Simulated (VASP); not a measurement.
# PtAu (space group P-6m2): computed properties

Method: PBEsol GGA, VASP's PBE PAW potentials (set 64) (plane waves; VASP).

```
Property                                                                                                Result
----------------------------------  --------------------------------------------------------------------------
space group                                                                                        P-6m2 (187)
cell                                a = 2.783 Å, b = 2.783 Å, c = 4.763 Å, α = 90.00°, β = 90.00°, γ = 120.00°
volume per atom                                                                                  15.98 Å³/atom
band gap (over mesh and band path)                                    none (metal, semimetal or under 0.01 eV)
Hill bulk modulus                                                                                      226 GPa
Hill shear modulus                                                                                    55.4 GPa
Poisson's ratio                                                                                          0.387
band gap with spin-orbit coupling                                                              none (metallic)
density                                                                                            20.37 g/cm³
optical Γ-point spectrum                                                                     33 (×2), 165 cm⁻¹
C11                                                                                                    357 GPa
C12                                                                                                    195 GPa
C13                                                                                                    155 GPa
C33                                                                                                    325 GPa
C44                                                                                                   28.6 GPa
C66                                                                                                   80.9 GPa
```

Space group P-6m2 (No. 187); a = b = 2.783 Å, c = 4.763 Å, α = β = 90.00°, γ = 120.00°

| atom | site | symmetry | x | y | z |
|---|---|---|---|---|---|
| Pt | 1e | -6m2 | 0.6667 | 0.3333 | 0.0000 |
| Au | 1b | -6m2 | 0.0000 | 0.0000 | 0.5000 |

Finite-difference elastic constants of metals are sensitive to mesh and smearing; shear constants can be off by tens of GPa. Unless said otherwise, spin-orbit coupling is left out, though it shifts the bands of the heavy elements here.

The structure comes from a computed database's PtAu entry (P-6m2); how it stands against other phases isn't given here. It was relaxed first. Symmetry was kept, so distortions that lower it aren't found. The electron count is odd and the run is not spin-polarised, which forces a metal.
